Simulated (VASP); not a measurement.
These are PBE GGA, VASP's PBE PAW potentials (set 64) (plane waves; VASP 6.6.1) values and carry that method's errors.

A VASP calculation is set up with these files.

**POSCAR**
```
LaB
1.0
  0.0000000000   3.0242726928   3.0242726928
  3.0242726928   0.0000000000   3.0242726928
  3.0242726928   3.0242726928   0.0000000000
La B
1 1
Cartesian
  0.0000000000   0.0000000000   0.0000000000
  1.5121363464   1.5121363464   1.5121363464
```

KPOINTS:
```
Automatic mesh
0
Gamma
12 12 12
0 0 0
```

### INCAR
```
SYSTEM = LaB
PREC = Accurate
ENCUT = 520
EDIFF = 1E-7
NELM = 100
ALGO = Normal
LREAL = .FALSE.
LASPH = .TRUE.
ISMEAR = -5
GGA = PE
LMAXMIX = 6
LWAVE = .FALSE.
LCHARG = .TRUE.
LORBIT = 11
NEDOS = 601
ISIF = 2
```

POTCAR, in this order: La B (PBE.64 set). Program: vasp_std.

The resulting files:

### OUTCAR
```
 ion  position               nearest neighbor table
   1  0.000  0.000  0.000-   2 2.62   2 2.62   2 2.62   2 2.62
   2  0.250  0.250  0.250-   1 2.62   1 2.62   1 2.62   1 2.62
  LATTYP: Found a face centered cubic cell.
 ALAT       =     6.0485453856
 Subroutine PRICEL returns:
 Original cell was already a primitive cell.
 Subroutine GETGRP returns: Found 24 space group operations
The static configuration has the point symmetry T_d .
The dynamic configuration has the point symmetry T_d .
 Subroutine INISYM returns: Found 24 space group operations
 Subroutine IBZKPT returns following result:
 Found     72 irreducible k-points:

 Following reciprocal coordinates:
            Coordinates               Weight
  0.000000  0.000000  0.000000      1.000000
  0.083333  0.000000  0.000000      8.000000
  0.166667  0.000000  0.000000      8.000000
  0.250000  0.000000  0.000000      8.000000
  0.333333  0.000000  0.000000      8.000000
  0.416667  0.000000  0.000000      8.000000
  0.500000  0.000000  0.000000      4.000000
  0.083333  0.083333  0.000000      6.000000
  0.166667  0.083333  0.000000     24.000000
...
```

File OSZICAR:
```
       N       E                     dE             d eps       ncg     rms          rms(c)
DAV:   1     0.127017006585E+03    0.12702E+03   -0.50018E+03  1584   0.158E+03
DAV:   2    -0.492656907795E-01   -0.12707E+03   -0.12454E+03  2312   0.230E+02
DAV:   3    -0.102022466832E+02   -0.10153E+02   -0.99380E+01  2461   0.103E+02
DAV:   4    -0.106566045868E+02   -0.45436E+00   -0.44924E+00  2744   0.179E+01
DAV:   5    -0.106903938839E+02   -0.33789E-01   -0.33851E-01  2629   0.468E+00    0.459E+00
DAV:   6    -0.986686953484E+01    0.82352E+00   -0.33368E+00  2592   0.938E+00    0.217E+00
DAV:   7    -0.984636905405E+01    0.20500E-01   -0.22880E-01  2992   0.325E+00    0.105E+00
DAV:   8    -0.985322047792E+01   -0.68514E-02   -0.64026E-02  2632   0.296E+00    0.302E-01
DAV:   9    -0.985356701923E+01   -0.34654E-03   -0.62524E-03  2856   0.806E-01    0.152E-01
DAV:  10    -0.985367285635E+01   -0.10584E-03   -0.33156E-03  2738   0.791E-01    0.834E-02
DAV:  11    -0.985358730612E+01    0.85550E-04   -0.52247E-04  2680   0.285E-01    0.338E-02
DAV:  12    -0.985360701339E+01   -0.19707E-04   -0.41314E-05  2634   0.592E-02    0.497E-03
DAV:  13    -0.985360491738E+01    0.20960E-05   -0.40316E-06  2512   0.147E-02    0.210E-03
DAV:  14    -0.985360491224E+01    0.51391E-08   -0.70524E-07  2952   0.701E-03
   1 F= -.98536049E+01 E0= -.98536049E+01  d E =0.000000E+00
```

File OUTCAR:
```
------------------------ aborting loop because EDIFF is reached ----------------------------------------
  FORCE on cell =-STRESS in cart. coord.  units (eV):
  Direction    XX          YY          ZZ          XY          YZ          ZX
  --------------------------------------------------------------------------------------
  Total       -0.0035394     -0.0035394     -0.0035394      0.0000000     -0.0000000      0.0000000
  in kB       -0.1025053     -0.1025053     -0.1025053      0.0000000     -0.0000000      0.0000000
  external PRESSURE =      -0.1025053 kB  Pullay stress =       0.0000000 kB
  volume of cell :       55.32
      direct lattice vectors                 reciprocal lattice vectors
     0.000000000  3.024272693  3.024272693    -0.165329007  0.165329007  0.165329007
     3.024272693  0.000000000  3.024272693     0.165329007 -0.165329007  0.165329007
     3.024272693  3.024272693  0.000000000     0.165329007  0.165329007 -0.165329007
 POSITION                                       TOTAL-FORCE (eV/Angst)
 -----------------------------------------------------------------------------------
      0.00000      0.00000      0.00000        -0.000000     -0.000000     -0.000000
      1.51214      1.51214      1.51214         0.000000      0.000000      0.000000
 -----------------------------------------------------------------------------------
    total drift:                                0.000000      0.000000     -0.000000
  FREE ENERGIE OF THE ION-ELECTRON SYSTEM (eV)
  ---------------------------------------------------
  free  energy   TOTEN  =        -9.8536049122 eV

  energy  without entropy=       -9.8536049122  energy(sigma->0) =       -9.85360491

 total charge

# of ion       s       p       d       f       tot
--------------------------------------------------
    1        2.041   5.593   0.864   0.119   8.617
    2        0.816   0.843   0.000   0.000   1.660
--------------------------------------------------
tot          2.858   6.436   0.864   0.119  10.277
```
(Selected blocks of OUTCAR.)

### OUTCAR
```
 val. band max:        4.6058301683   @ k =   0.2500   0.2500   0.0000

 cond. band min:       4.5571277810   @ k =  -0.2500   0.2500   0.0000


 Fermi energy:         4.5889352548

 k-point     1 :       0.0000    0.0000    0.0000
  band No.  band energies     occupation
      1     -27.1665      2.00000
      2     -10.7333      2.00000
      3     -10.7333      2.00000
      4     -10.7333      2.00000
      5      -1.1909      2.00000
      6       3.8453      2.00000
      7       3.8453      2.00000
      8       3.8453      2.00000
      9       6.4439      0.00000
     10       7.4937      0.00000
     11       7.4937      0.00000

 k-point     2 :       0.0833    0.0000    0.0000
  band No.  band energies     occupation
      1     -27.1635      2.00000
      2     -10.7760      2.00000
      3     -10.7388      2.00000
      4     -10.7388      2.00000
      5      -1.1036      2.00000
      6       3.7732      2.00000
      7       3.8899      2.00000
      8       3.8899      2.00000
      9       6.5622      0.00000
     10       7.4751      0.00000
     11       7.4789      0.00000

 k-point     3 :       0.1667    0.0000    0.0000
  band No.  band energies     occupation
      1     -27.1551      2.00000
      2     -10.8900      2.00000
      3     -10.7539      2.00000
      4     -10.7539      2.00000
      5      -0.8762      2.00000
      6       3.6601      2.00000
      7       4.0060      2.00000
      8       4.0060      2.00000
      9       6.7967      0.00000
     10       7.4223      0.00000
     11       7.4510      0.00000

 k-point     4 :       0.2500    0.0000    0.0000
  band No.  band energies     occupation
      1     -27.1437      2.00000
      2     -11.0393      2.00000
      3     -10.7744      2.00000
      4     -10.7744      2.00000
      5      -0.5994      2.00000
      6       3.6781      2.00000
      7       4.1462      2.00000
      8       4.1462      2.00000
      9       6.9619      0.00000
...
```

For a metal the tetrahedron method with Blöchl corrections gives inexact stress and forces.

The structure was generated: LaB was put into the zinc blende type (F-43m), which need not be its known phase. It was relaxed first, which changed the volume by -27 %.
